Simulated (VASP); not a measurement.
## Sb2Mo: single point with PBEsol

Crystal: Sb2Mo.

```
Mo Sb
1.0
     6.04275    0.00000    0.00000
     0.00000    6.89120    0.00000
     0.00000    0.00000    3.27978
Mo Sb
2 4
Cartesian
  0.0000 0.0000 0.0000
  3.0214 3.4456 1.6399
  1.0659 2.5070 0.0000
  4.9768 4.3842 0.0000
  4.0873 0.9386 1.6399
  1.9554 5.9526 1.6399
```

The cell was built by a generator and needn't be a form met in nature.

* Program: VASP 6.6.1
* Task: single point
* Functional: PBEsol
* Potentials or basis: VASP PAW PBE potentials, release 64 (Mo_sv, Sb)
* Cutoff: 520 eV
* k mesh: 3 × 3 × 6
* Occupations: fermi-dirac, width 0.1 eV
* Spin: no spin polarisation

```json
{
 "Pressure": "0.9 GPa",
 "Largest force": "0.904 eV/Å",
 "Band gap on the k mesh": "none (metal or under the smearing width)"
}
```

Forces on the atoms (eV/Å):
```
Mo   0.000  0.000  0.000
Mo   0.000  0.000  0.000
Sb   0.833 -0.351  0.000
Sb  -0.833  0.351  0.000
Sb   0.833  0.351  0.000
Sb  -0.833 -0.351  0.000
```

Stress tensor (GPa, compression positive):
```
 3.27  0.00  0.00
 0.00  3.55  0.00
 0.00  0.00 -3.98
```

Levels at points of the mesh, in eV from the Fermi level:
```
           k point  band 20  band 21  band 22  band 23  band 24  band 25  band 26  band 27  band 28  band 29
(0.00, 0.00, 0.00)    -0.73    -0.39    -0.33    -0.02     0.61     0.75     0.80     2.27     3.30     3.47
(0.00, 0.00, 0.50)    -1.85    -1.78    -1.78    -0.50    -0.50     0.29     0.29     2.17     2.17     3.09
```

It took 59 s on 1 thread of Intel(R) Xeon(R) Platinum 8259CL CPU @ 2.50GHz (Skylake/Cascade Lake) (shared host), peak memory 0.26 GiB.

Caveat: the PAW data sets were made with another functional, which shifts forces and pressure a little. The run has no spin-orbit coupling, so splittings on Sb are missing.
